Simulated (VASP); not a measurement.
VASP ran on this input.

**INCAR**
```
SYSTEM = EuGe2
PREC = Accurate
ENCUT = 400
EDIFF = 1E-6
NELM = 100
ALGO = Normal
LREAL = .FALSE.
LASPH = .TRUE.
ISMEAR = 1
SIGMA = 0.1
GGA = PE
LMAXMIX = 6
LWAVE = .FALSE.
LCHARG = .FALSE.
ISIF = 2
```

File KPOINTS:
```
Automatic mesh
0
Gamma
6 6 6
0 0 0
```

POSCAR:
```
EuGe2
1
    0.0000000000     3.6453783716     3.6453344738
    3.6453583663     0.0000000000     3.6452925293
    3.6453172353     3.6452936377     0.0000000000
Eu Ge
1 2
Direct
  0.0000000000   0.0000000000   0.0000000000
  0.2500000000   0.2500000000   0.2500000000
  0.7500000000   0.7500000000   0.7500000000
```

POTCAR, in this order: Eu_2 Ge_d (PBE.64 set). Program: vasp_std.

The run wrote:

**standard output**
```
 POSCAR found type information on POSCAR EuGe
 POSCAR found :  2 types and       3 ions
 Reading from existing POTCAR
 Reading from existing POTCAR

 -----------------------------------------------------------------------------
|                                                                             |
|           W    W    AA    RRRRR   N    N  II  N    N   GGGG   !!!           |
|           W    W   A  A   R    R  NN   N  II  NN   N  G    G  !!!           |
|           W    W  A    A  R    R  N N  N  II  N N  N  G       !!!           |
|           W WW W  AAAAAA  RRRRR   N  N N  II  N  N N  G  GGG   !            |
|           WW  WW  A    A  R   R   N   NN  II  N   NN  G    G                |
|           W    W  A    A  R    R  N    N  II  N    N   GGGG   !!!           |
|                                                                             |
|     Inconsistent Bravais lattice types found for crystalline and            |
|     reciprocal lattice:                                                     |
|                                                                             |
|        Crystalline: face-centered cubic                                     |
|        Reciprocal : base-centered monoclinic                                |
|                    (instead of body-centered cubic)                         |
|                                                                             |
|     In most cases this is due to inaccuracies in the specification of       |
|     the crytalline lattice vectors.                                         |
|                                                                             |
|     Suggested SOLUTIONS:                                                    |
|      ) Refine the lattice parameters of your structure,                     |
|      ) and/or try changing SYMPREC.                                         |
|                                                                             |
 -----------------------------------------------------------------------------

 LDA part: xc-table for (Slater+PW92), standard interpolation

 -----------------------------------------------------------------------------
|                                                                             |
|     EEEEEEE  RRRRRR   RRRRRR   OOOOOOO  RRRRRR      ###     ###     ###     |
|     E        R     R  R     R  O     O  R     R     ###     ###     ###     |
|     E        R     R  R     R  O     O  R     R     ###     ###     ###     |
|     EEEEE    RRRRRR   RRRRRR   O     O  RRRRRR       #       #       #      |
|     E        R   R    R   R    O     O  R   R                               |
|     E        R    R   R    R   O     O  R    R      ###     ###     ###     |
|     EEEEEEE  R     R  R     R  OOOOOOO  R     R     ###     ###     ###     |
|                                                                             |
|     IBZKPT: not all point group operations associated with the symmetry     |
|     operators of the crystalline lattice are members of the point group     |
|     of the reciprocal lattice.                                              |
|                                                                             |
|       ---->  I REFUSE TO CONTINUE WITH THIS SICK JOB ... BYE!!! <----       |
|                                                                             |
 -----------------------------------------------------------------------------
```

Q: Read the log: what went wrong, and how is it fixed?

A: The cause: the lattice vectors carry noise near SYMPREC. VASP stops with an error: IBZKPT: not all point group operations associated with the symmetry operators of the crystalline lattice are members of the point group of the reciprocal lattice. ----> I REFUSE TO CONTINUE WITH THIS SICK JOB ... BYE!!! <---- To mend it, correct POSCAR.
### POSCAR
```
EuGe2
1
    0.0000000000     3.6453330000     3.6453330000
    3.6453330000     0.0000000000     3.6453330000
    3.6453330000     3.6453330000     0.0000000000
Eu Ge
1 2
Direct
  0.0000000000   0.0000000000   0.0000000000
  0.2500000000   0.2500000000   0.2500000000
  0.7500000000   0.7500000000   0.7500000000
```
The mended run (PBE GGA, plane waves, VASP's PBE PAW potentials (set 64)) converges, and its OSZICAR ends with
```
   1 F= -.10735129E+02 E0= -.10736016E+02  d E =0.266089E-02
```

The structure was generated: EuGe2 was put into the fluorite type (Fm-3m), which need not be its known phase. The cell was not relaxed at this level. The 4f electrons are frozen in the core of the lanthanide potential, so 4f levels, which can set the real gap, and their magnetism are missing.
